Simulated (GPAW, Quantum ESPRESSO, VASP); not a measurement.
One structure in several programs: Cu2ScSi2 (I4/mmm, 5 atoms in the cell)

Self-consistent single point.

```yaml
crystal:
  lattice:
    - [-1.90284, 1.90284, 5.01380]
    - [1.90284, -1.90284, 5.01380]
    - [1.90284, 1.90284, -5.01380]
  atoms:
    - { symbol: Sc, position: [0.00000, 0.00000, 0.00000] }
    - { symbol: Si, position: [0.61353, 0.61353, 0.00000] }
    - { symbol: Si, position: [0.38647, 0.38647, 0.00000] }
    - { symbol: Cu, position: [0.25000, 0.75000, 0.50000] }
    - { symbol: Cu, position: [0.75000, 0.25000, 0.50000] }
```

Shared settings, as Quantum ESPRESSO writes them: occupations = smearing; smearing = fermi-dirac; degauss = 0.0099958 Ry; K_POINTS = automatic 5 5 5 0 0 0. Potentials and cutoffs stand in the table.

```
code                                                                      model  pressure (GPa)  largest force (eV/Å)  cutoff
----------------  -------------------------------------------------------------  --------------  --------------------  ------
VASP                               LDA (PZ), VASP's LDA PAW potentials (set 64)           -7.34                 0.145  300 eV
Quantum ESPRESSO            LDA (PZ), GBRV 1.5 ultrasoft (LDA) pseudopotentials           -6.74                 0.171   50 Ry
GPAW              LDA (Perdew-Wang 92), GPAW PAW datasets LDA (gpaw-data 1.0.1)           -6.03                 0.138  800 eV
```

On VASP's run: spin polarisation is off.

The spread over the programs that give each value: pressure within 1.31 GPa; largest force within 0.033 eV/Å.

On the base mesh (9 9 9 0 0 0) the same programs gave: GPAW pressure -5.88 GPa; Quantum ESPRESSO pressure -6.55 GPa; VASP pressure -7.02 GPa.

VASP's run is marked for a possible Pulay error in its stress at this cutoff; no cutoff test was made.

The starting cell comes from a database of computed structures (which also holds hypothetical and non-ambient phases and stackings), without a prior relaxation at this level. Its lattice was rescaled by a random factor within 2.5 % of one.

Left out of this page: Ansatz, FLEUR and SIESTA (not drawn, or without a comparable value).
